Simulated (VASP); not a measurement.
OSZICAR of a VASP run on In (bct):

File OSZICAR:
```
       N       E                     dE             d eps       ncg     rms          rms(c)
DAV:   1     0.708745614948E+02    0.70875E+02   -0.65270E+03  4884   0.161E+03
DAV:   2     0.174507811044E+00   -0.70700E+02   -0.69824E+02  4938   0.287E+02
DAV:   3    -0.252039492761E+01   -0.26949E+01   -0.26848E+01  5684   0.648E+01
DAV:   4    -0.258212858227E+01   -0.61734E-01   -0.61717E-01  6214   0.100E+01
DAV:   5    -0.258457362514E+01   -0.24450E-02   -0.24450E-02  5946   0.163E+00    0.201E+00
DAV:   6    -0.256478250113E+01    0.19791E-01   -0.39741E-02  5598   0.430E+00    0.101E+00
DAV:   7    -0.256112844502E+01    0.36541E-02   -0.12894E-02  5686   0.226E+00    0.234E-01
DAV:   8    -0.256093617259E+01    0.19227E-03   -0.75397E-04  5840   0.548E-01    0.298E-02
DAV:   9    -0.256094263173E+01   -0.64591E-05   -0.14724E-05  6536   0.571E-02    0.124E-02
DAV:  10    -0.256094350449E+01   -0.87276E-06   -0.11484E-06  3844   0.130E-02
   1 F= -.25609435E+01 E0= -.25608856E+01  d E =-.173715E-03
```

Which electronic solver shows in the log?

It is blocked Davidson (ALGO = Normal, or the opening steps of other solvers). The INCAR had ALGO = Normal.

Can the final energy be trusted as converged?

The run converged. It stopped with EDIFF = 1E-6, NELM = 100 (PBE GGA, plane waves, VASP's PBE PAW potentials (set 64)).

The compound is In in the bct structure. The cell was not relaxed at this level. The run is one of a series of settings (ENCUT = 520 against the base run), some of them coarse on purpose.
